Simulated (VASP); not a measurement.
```yaml
crystal:
  lattice:
    - [0.00000, 2.12623, 2.12623]
    - [2.12623, 0.00000, 2.12623]
    - [2.12623, 2.12623, 0.00000]
  atoms:
    - { symbol: Ga, position: [0.00000, 0.00000, 0.00000] }
    - { symbol: N, position: [0.25000, 0.25000, 0.25000] }
```

Computed with PBEsol GGA, VASP's PBE PAW potentials (set 64) (plane waves; VASP). Run with 620 eV cut-off, 11×11×11 Γ-centred mesh, Gaussian smearing of 0.050 eV, potentials Ga_d N.

Q: Predict the energy per atom (σ→0), pressure, band gap (on the k-mesh) with the smallest direct gap where there is one.

A: 
The band gap (on the k-mesh) is 2.79 eV and the smallest direct gap (on the k-mesh) is 2.79 eV. The energy per atom (σ→0) comes out as -6.348 eV/atom and the pressure is 45.03 GPa.

Total energies compare only between runs with the same potentials, cut-off and functional.

The structure was generated: GaN was put into the zinc blende type (F-43m), which need not be its known phase. It was relaxed first under an external pressure of 45 GPa.
